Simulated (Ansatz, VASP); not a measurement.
# LiBe: VASP beside Ansatz, part 2 of 2

Aim: how closely do two programs agree when they are given the same cell, functional and k mesh? The cell is taken from a series of runs on this material, whose earlier steps may have relaxed, scaled, displaced or heated it; both programs get it as it stands.

VASP 6.6.1 and Ansatz 0.2.0.

So far: The starting structure; VASP: relaxation of cell and atoms, PBEsol; Ansatz: relaxation of cell and atoms, PBEsol; Side by side.

## (5) VASP: zone-centre phonons, PBEsol

Level of this step: PBEsol; plane waves and PAW (Li_sv, Be) (VASP).

Second derivatives magnify differences that forces hide, and they need a tight electronic threshold. This pair takes another cell of the material, with 2 atoms against 4 for the pair before.

INCAR

```
SYSTEM = LiBe
PREC = Accurate
ENCUT = 750
EDIFF = 1E-08
NELM = 120
ISMEAR = 1
SIGMA = 0.2
LREAL = .FALSE.
ALGO = Normal
GGA = PS
NBANDS = 8
LORBIT = 11
LWAVE = .FALSE.
LCHARG = .FALSE.
ISIF = 2
IBRION = 8
LASPH = .TRUE.
GGA_COMPAT = .FALSE.
KPAR = 2
```

POSCAR

```
LiBe
1.0
    2.8019923598      0.0000000000      0.0000000000
    0.0000000000      2.8019923598      0.0000000000
    0.0000000000      0.0000000000      2.8019923598
Li Be
1 1
Direct
    0.0000000000      0.0000000000      0.0000000000
    0.5000000000      0.5000000000      0.5000000000
```

KPOINTS

```
Automatic mesh
0
Gamma
16 16 16
0 0 0
```

The projector-augmented-wave data sets are Li_sv and Be (PBE family, release 64).

Started as:

```bash
$ mpirun -np 2 vasp_std
```

Numbers of over 12 decimals in the logs are rounded to 6 here.

The program printed:

```text
[banner, memory and clock lines left out]
running    2 mpi-ranks, on    1 nodes
[...]
[... a notice as in an earlier step ...]

 LDA part: xc-table for (Slater+PW92), standard interpolation
 POSCAR, INCAR and KPOINTS ok, starting setup
[...]
entering main loop
       N       E                     dE             d eps       ncg     rms          rms(c)
DAV:   1     0.141781092199E+01    0.14178E+01   -0.19659E+03  2648   0.638E+02
DAV:   2    -0.509879364452E+01   -0.65166E+01   -0.60718E+01  3936   0.736E+01
DAV:   3    -0.522428830132E+01   -0.12549E+00   -0.12555E+00  3312   0.903E+00
DAV:   4    -0.522785046101E+01   -0.35622E-02   -0.35625E-02  4152   0.134E+00
[...]
DAV:  11    -0.522978023453E+01    0.35004E-07   -0.10782E-07  3456   0.291E-03    0.321E-04
DAV:  12    -0.522978022239E+01    0.12145E-07   -0.11166E-08  3320   0.101E-03    0.288E-05
DAV:  13    -0.522978021969E+01    0.26973E-08   -0.11827E-09  2160   0.358E-04
   1 F= -.52297802E+01 E0= -.52305522E+01  d E =0.231600E-02
[...]
RMM:  20    -0.182413421710E+00   -0.87994E-08   -0.37538E-06 11571   0.828E-05    0.559E-05
 first order change of Fermi-energy   0.21690E-03
 force on displaced ion       1 direction 1 :  -4.554   0.000   0.000
 Linear response progress:
  Degree of freedom:   2/  2
       N       E                     dE             d eps       ncg     rms          rms(c)
RMM:   1    -0.609160428594E-02   -0.60916E-02    0.75536E-04 13026   0.602E-01
RMM:   2    -0.624396494853E-02   -0.15236E-03   -0.33660E-04 13626   0.832E-02    0.273E-02
RMM:   3    -0.629703727669E-02   -0.53072E-04   -0.37486E-05 14405   0.322E-02    0.152E-02
RMM:   4    -0.637286501006E-02   -0.75828E-04   -0.88319E-06 13589   0.236E-02    0.176E-03
RMM:   5    -0.637287493830E-02   -0.99282E-08   -0.95248E-07 14705   0.773E-03    0.453E-04
RMM:   6    -0.637189868355E-02    0.97625E-06   -0.92009E-08 14453   0.229E-03    0.991E-05
RMM:   7    -0.637164854448E-02    0.25014E-06   -0.22403E-08 15099   0.868E-04    0.256E-05
RMM:   8    -0.637174678957E-02   -0.98245E-07   -0.36810E-09 15219   0.130E-04    0.156E-05
RMM:   9    -0.637175620281E-02   -0.94132E-08   -0.82694E-09 14950   0.557E-05    0.351E-06
 first order change of Fermi-energy  -0.86648E-04
 force on displaced ion       2 direction 1 :  -4.540   0.000  -0.000
 Linear response finished
```

From OUTCAR (step 5):

```text
  Total        0.0006770      0.0006770      0.0006770      0.0000000      0.0000000     -0.0000000
  in kB        0.0493082      0.0493082      0.0493082      0.0000000      0.0000000     -0.0000000
  external PRESSURE =       0.0493082 kB  Pullay stress =       0.0000000 kB

 POSITION                                       TOTAL-FORCE (eV/Angst)
 -----------------------------------------------------------------------------------
      0.00000      0.00000      0.00000         0.000000      0.000000      0.000000
      1.40100      1.40100      1.40100         0.000000      0.000000      0.000000
 -----------------------------------------------------------------------------------
    total drift:                               -0.000000     -0.000000     -0.000000

[... 2 further parts left out ...]
```

## (6) Ansatz: zone-centre phonons, PBEsol

The same cell, functional, mesh and smearing now go to Ansatz, which takes its cutoff from its data sets.

The cell is taken from a series of runs on this material, whose earlier steps may have relaxed, scaled, displaced or heated it; both programs get it as it stands.

input.yaml

```yaml
crystal:
  lattice:
    - [2.8019923598, 0.0, 0.0]
    - [0.0, 2.8019923598, 0.0]
    - [0.0, 0.0, 2.8019923598]
  atoms:
    - { symbol: Li, position: [0.0, 0.0, 0.0] }
    - { symbol: Be, position: [0.5, 0.5, 0.5] }
kpoints:
  mp_grid: { grid: [16, 16, 16] }
hamiltonian:
  xc: pbesol
  pseudopotentials: { kind: paw, azcp: { folder: soft_1 }, xc_functional: pbe }
scf:
  occupations: { method: methfessel_paxton, width: 0.2 }
output:
  eigenvalues: true
phonons:
  method: dfpt
```

Started as:

```bash
$ ansatz run input.yaml --threads 4 --pin off --max-ram 10240MiB --backend cpu --events-out ev --progress --plain --runs-dir out
```

The program printed:

```text
[...]
Crystal: 2 atoms, lattice volume = 21.999 Å³
Basis set: ecut = 420 eV, 437 PW (Γ), exchange–correlation on 40×40×40 points (8 copies of the dense FFT grid, shifted against one another)
Bands: 7, of which v1, the nominal top of the filled ones, is band 3 counted from 1 (2 counted from 0)
Symmetry: 48 space group operations
k-points: 405 of 4096 (irreducible under 8 space group operations, time reversal used)
[...]
k mesh reduced under 8 symmetry operations, with k and −k counted as one. Each operation leaves every solved perturbation unchanged. A smaller set is not used because it would not reduce the number of displacements times k-points to solve
  ASR residual: 6.715e-6 → 0.000e0 eV/Å²; symmetrization residual: 2.238e-7 eV/Å²
  ASR residual per site (eV/Å²): 6.72e-6 5.74e-7
  Γ frequencies (cm⁻¹): 0.00 0.00 0.00 560.32 560.32 560.32
  non-analytic LO–TO correction: not included (Born effective charges unavailable; polar crystals: no LO–TO splitting at Γ)
[key lines of the parts left out:]
SCF converged after 6 iterations
Free energy (F): -292.610448 eV
Fermi energy:    3.680903 eV
```

## (7) Comparison

Both answers:

| quantity | Ansatz | VASP | difference |
| --- | --- | --- | --- |
| optical mode 1 to 3 (cm⁻¹) | 560.3 | 560.0 | +0.05 % |

Modes are paired by rising frequency, not by their patterns, so a pair may set unlike modes beside each other; they are those without the splitting of longitudinal modes.

## (8) Summary of results

| Item | Value |
| --- | --- |
| difference in edge c after relaxation, in the typed setting (relaxation of cell and atoms, PBEsol) | 0.26 % |
| r.m.s. difference of the optical zone-centre modes, each program's sorted by frequency (zone-centre phonons, PBEsol) | 0.28 cm⁻¹ |

What this shows: The difference in edge c after relaxation, in the typed setting is 0.26 % (relaxation of cell and atoms, PBEsol), within the 1.2 % picked in this series as the mark of a large difference, as far as the stopping tolerances let one tell. Such differences can come from data sets, numerical settings and the points named under the comparisons, not from the functional's error against experiment.

[Lines on the potential files, build, host, timing and source positions are cut from VASP's logs without a mark.]

[Logs are printed without paths, hosts, clocks, repeated set-up lines and the standing remarks that a program may print on its own settings, such as how far it seeks lower states.]

[Hosts, paths, dates, database ids (printed as entryN), source tags and the programs' standing remarks are cut or masked in the printed files.]
